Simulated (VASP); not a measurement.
These are PBEsol GGA, VASP's PBE PAW potentials (set 64) (plane waves; VASP) values and carry that method's errors.

VASP ran on this input.

File POSCAR:
```
TaAs
5.7391980
  0.0000000000   0.5000000338   0.5000000338
  0.5000000338   0.0000000000   0.5000000338
  0.5000000338   0.5000000338   0.0000000000
Ta As
1 1
direct
  0.0000000000   0.0000000000   0.0000000000
  0.2500000000   0.2500000000   0.2500000000
```

INCAR:
```
SYSTEM = TaAs
PREC = Accurate; ENCUT = 400; LREAL = .FALSE.
LASPH = .TRUE.; ICHARG = 11
EDIFF = 1E-7; NELM = 100; ALGO = Normal
LMAXMIX = 6
ISMEAR = 0; SIGMA = 0.05
GGA = PS
LWAVE = .FALSE.; LCHARG = .FALSE.; LORBIT = 11
```

KPOINTS:
```
k-points along high-symmetry lines
15
Line-mode
Reciprocal
  0.000000   0.000000   0.000000 ! GAMMA
 -0.500000  -0.500000   0.000000 ! X

 -0.500000  -0.500000   0.000000 ! X
 -0.375000  -0.375000   0.250000 ! U

 -0.375000   0.000000   0.375000 ! K
  0.000000   0.000000   0.000000 ! GAMMA

  0.000000   0.000000   0.000000 ! GAMMA
 -0.000000  -0.000000   0.500000 ! L

 -0.000000  -0.000000   0.500000 ! L
 -0.500000  -0.250000   0.250000 ! W

 -0.500000  -0.250000   0.250000 ! W
 -0.500000  -0.500000   0.000000 ! X
```

POTCAR, in this order: Ta_pv As (PBE.64 set). Program: vasp_std. Read from the step before: CHGCAR.

What VASP printed:

**OSZICAR**
```
       N       E                     dE             d eps       ncg     rms          rms(c)
DAV:   1     0.719175837033E+02    0.71918E+02   -0.74832E+03  2216   0.985E+02
DAV:   2    -0.135382809520E+02   -0.85456E+02   -0.81485E+02  2656   0.244E+02
DAV:   3    -0.162607060980E+02   -0.27224E+01   -0.26161E+01  2560   0.407E+01
DAV:   4    -0.163040138989E+02   -0.43308E-01   -0.43139E-01  2480   0.514E+00
DAV:   5    -0.163049159262E+02   -0.90203E-03   -0.90166E-03  2592   0.625E-01
DAV:   6    -0.163049453436E+02   -0.29417E-04   -0.29415E-04  2608   0.974E-02
DAV:   7    -0.163049461548E+02   -0.81119E-06   -0.81112E-06  2604   0.147E-02
DAV:   8    -0.163049461841E+02   -0.29281E-07   -0.28912E-07  2204   0.250E-03
   1 F= -.16304946E+02 E0= -.16300775E+02  d E =-.834170E-02
```

### OUTCAR
```
 val. band max:        4.1863936080   @ k =  -0.0268   0.0000   0.0268

 cond. band min:       4.2016611469   @ k =   0.0000   0.0000   0.0357



 k-point     1 :       0.0000    0.0000    0.0000
  band No.  band energies     occupation
      1     -31.0331      2.00000
      2     -31.0331      2.00000
      3     -31.0331      2.00000
      4      -8.4187      2.00000
      5       0.3419      2.00000
      6       0.3419      2.00000
      7       0.3419      2.00000
      8       4.2094      0.69793
      9       4.2094      0.69792
     10       5.8571      0.00000
     11      10.0812      0.00000
     12      10.0812      0.00000

 k-point     2 :      -0.0357   -0.0357    0.0000
  band No.  band energies     occupation
      1     -31.0339      2.00000
      2     -31.0334      2.00000
      3     -31.0334      2.00000
      4      -8.4020      2.00000
      5       0.3018      2.00000
      6       0.3525      2.00000
      7       0.3525      2.00000
      8       4.1784      1.37500
      9       4.2195      0.50153
     10       5.9312      0.00000
     11      10.0244      0.00000
     12      10.0563      0.00000

 k-point     3 :      -0.0714   -0.0714    0.0000
  band No.  band energies     occupation
      1     -31.0360      2.00000
      2     -31.0342      2.00000
      3     -31.0342      2.00000
      4      -8.3524      2.00000
      5       0.1890      2.00000
      6       0.3843      2.00000
      7       0.3843      2.00000
      8       4.0884      1.99761
      9       4.2493      0.12960
     10       6.1455      0.00000
     11       9.8525      0.00000
     12       9.8720      0.00000

 k-point     4 :      -0.1071   -0.1071    0.0000
  band No.  band energies     occupation
      1     -31.0394      2.00000
      2     -31.0354      2.00000
      3     -31.0354      2.00000
      4      -8.2716      2.00000
      5       0.0218      2.00000
      6       0.4372      2.00000
      7       0.4372      2.00000
...
```

The density is held fixed in this step, so its total energy and stress have no physical meaning. Unless said otherwise, spin-orbit coupling is left out, though it shifts the bands of the heavy elements here.

The structure was generated: TaAs was put into the zinc blende type (F-43m), which need not be its known phase. It was relaxed first, which changed the volume by -36 %.
